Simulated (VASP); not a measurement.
ZnS (zinc blende), at 0.96 of the tabulated volume:

```
ZnS
1.0
    0.00000     2.66844     2.66844
    2.66844     0.00000     2.66844
    2.66844     2.66844     0.00000
Zn S
1 1
Direct
  0.00000   0.00000   0.00000
  0.25000   0.25000   0.25000
```

The lowest empty band near Γ, direction [111], from mBJ (TB09) with spin-orbit coupling in VASP (PAW); its two spin partners are averaged. The gap over the points computed is 3.82 eV, and the next band on that side lies 3.60 eV away at the edge.

Numerical set-up: 400 eV cut-off, 10×10×10 Γ-centred mesh, Gaussian smearing of 0.050 eV, potentials Zn S.

```json
[
 {"distance from the edge in k (1/Å)": "0.018", "distance in energy (meV)": "4.6"},
 {"distance from the edge in k (1/Å)": "0.025", "distance in energy (meV)": "8.9"},
 {"distance from the edge in k (1/Å)": "0.035", "distance in energy (meV)": "17.4"},
 {"distance from the edge in k (1/Å)": "0.050", "distance in energy (meV)": "35.2"},
 {"distance from the edge in k (1/Å)": "0.070", "distance in energy (meV)": "68.5"}
]
```

### Question
Fit E(1 + αE) = ħ²k²/2m* (ħ²/2m0 = 3.810 eV Å²) and predict the row at 0.095 1/Å.

### Answer
Least squares on the energies gives the electron mass m* = 0.268 m0 and α = 0.26 per eV, and so 124.4 meV. The run gave 122.9 meV, -1.5 meV from the fit.

Left out are points under 3 meV from the edge, since the levels carry 0.1 meV, and points farther than half the way to the next band.

The compound is ZnS in the zinc blende structure. The cell was not relaxed at this level.
